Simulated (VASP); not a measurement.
Here is a VASP 6.6.1 calculation.

Contents of INCAR:

```
ALGO     = Normal         # electronic algorithm
EDIFF    = 1E-6           # SCF threshold, eV
EDIFFG   = -0.01          # ionic threshold
ENCUT    = 600            # plane-wave cutoff, eV
GGA      = PE             # functional
IBRION   = 2              # ionic algorithm
ISIF     = 3              # what is computed and relaxed
ISMEAR   = 0              # smearing method
KPAR     = 4            
LASPH    = True           # aspherical terms in the spheres
LCHARG   = False          # write CHGCAR
LREAL    = False          # projectors in reciprocal space
LWAVE    = False          # write WAVECAR
NELM     = 80             # most SCF steps
NSW      = 90             # ionic steps
PREC     = Accurate       # precision mode
SIGMA    = 0.03           # smearing width, eV
```

The input KPOINTS:

```
k-points
0
Gamma
  6 6 5
```

POSCAR

```
Sn3Ge5Te8
1.0
   -6.1175338000      6.1175338000      0.0000000000
   -6.1175338000      0.0000000000      6.1175338000
    0.0000000000      6.1175338000      6.1175338000
Ge Sn Te
5 3 8
Direct
    0.0000000000      0.0000000000      0.0000000000
    0.5000000000      0.0000000000      0.0000000000
    0.0000000000      0.5000000000      0.0000000000
    0.0000000000      0.0000000000      0.5000000000
    0.5000000000      0.5000000000      0.0000000000
    0.5000000000      0.0000000000      0.5000000000
    0.0000000000      0.5000000000      0.5000000000
    0.5000000000      0.5000000000      0.5000000000
    0.7500000000      0.7500000000      0.7500000000
    0.2500000000      0.7500000000      0.7500000000
    0.7500000000      0.2500000000      0.7500000000
    0.7500000000      0.7500000000      0.2500000000
    0.2500000000      0.2500000000      0.7500000000
    0.2500000000      0.7500000000      0.2500000000
    0.7500000000      0.2500000000      0.2500000000
    0.2500000000      0.2500000000      0.2500000000
```

Potentials or basis: VASP PAW PBE potentials, release 64 (Ge_d, Sn_d, Te).

Run with:

```console
$ cat potpaw_PBE.64/Ge_d/POTCAR potpaw_PBE.64/Sn_d/POTCAR potpaw_PBE.64/Te/POTCAR > POTCAR
$ mpirun -np 4 vasp_std > vasp.out
```

Task: Predict the band gap on the k mesh.

Result: 0.10 eV, direct.

Task: What does it give for the relaxed cell?

Result: a = 8.712 Å, b = 8.712 Å, c = 8.718 Å, α = 60.02°, β = 60.02°, γ = 60.00°.

Task: Predict the space group after relaxing (to 0.05 Å).

Result: R-3m (No. 166).

Forces in eV/Å, atoms in the order of the input:
```
Ge   0.000  0.000  0.000
Ge   0.000  0.000  0.000
Ge   0.000  0.000  0.000
Ge   0.000  0.000  0.000
Ge   0.000  0.000  0.000
Sn   0.000  0.000  0.000
Sn   0.000  0.000  0.000
Sn   0.000  0.000  0.000
Te   0.000 -0.006 -0.006
Te  -0.006  0.000 -0.006
Te  -0.006 -0.006  0.000
Te   0.004  0.004  0.004
Te  -0.004 -0.004 -0.004
Te   0.006  0.006  0.000
Te   0.006  0.000  0.006
Te   0.000  0.006  0.006
```

Caveat: spin-orbit coupling is left out, which moves the levels of the heavy elements; an odd mesh through Γ misses points on the zone boundary, where band edges often lie.
